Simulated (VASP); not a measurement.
Energy against volume of GaP (zinc blende). These are optB88-vdW, VASP's PBE PAW potentials (set 64) (plane waves; VASP) values and carry that method's errors.

```json
[
 {"V (Å³/atom)": "19.535", "E (eV/atom)": "-2.11060"},
 {"V (Å³/atom)": "20.159", "E (eV/atom)": "-2.12611"},
 {"V (Å³/atom)": "20.782", "E (eV/atom)": "-2.13095"},
 {"V (Å³/atom)": "21.406", "E (eV/atom)": "-2.12675"},
 {"V (Å³/atom)": "22.029", "E (eV/atom)": "-2.11488"}
]
```

### Question
Fit a third-order Birch-Murnaghan equation of state.

### Answer

* **volume per atom**: 20.79 Å³/atom
* **bulk modulus**: 77.2 GPa
* **pressure derivative of the bulk modulus**: 4.52
* **lattice constant a**: 5.499 Å

Measured: bulk modulus 89.6 GPa at 0 K (computed value off by -13.9 %), as given by Daniel Mejia-Rodriguez et al., Physical Review B (2018), arXiv:1807.09216 [0 K value with the zero-point phonon effect removed]; a 5.439 Å at 0 K (computed value off by +1.1 %), as given by Daniel Mejia-Rodriguez et al., Physical Review B (2018), arXiv:1807.09216 [static lattice: zero-point anharmonic expansion removed].

The compound is GaP in the zinc blende structure. It was relaxed first.
